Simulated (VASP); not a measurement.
Given:

```
CELL_PARAMETERS angstrom
      1.82678    -3.16408     0.00000
      1.82678     3.16408     0.00000
      0.00000     0.00000     6.01747
ATOMIC_POSITIONS crystal
  Sn 0.00000 0.00000 0.00000
  S  0.33333 0.66667 0.24495
  S  0.66667 0.33333 0.75505
```

Calculation: PBEsol GGA, VASP's PBE PAW potentials (set 64) (plane waves; VASP 6.6.1). Run with 480 eV cut-off, 6×6×4 Γ-centred mesh, Gaussian smearing of 0.050 eV, potentials Sn_d S.

Without a dispersion term in the relaxation, distances and binding between the weakly bound layers, chains or molecules are unreliable, and so is what depends on them.

**Question.** Estimate the energy per atom (σ→0).

**Answer.** 
```json
{
 "energy per atom (σ→0)": "-4.755 eV/atom"
}
```

The absolute energy has meaning only against runs of the same code, potentials and settings.

The compound is SnS2 in the 1T layered structure. It was relaxed first.
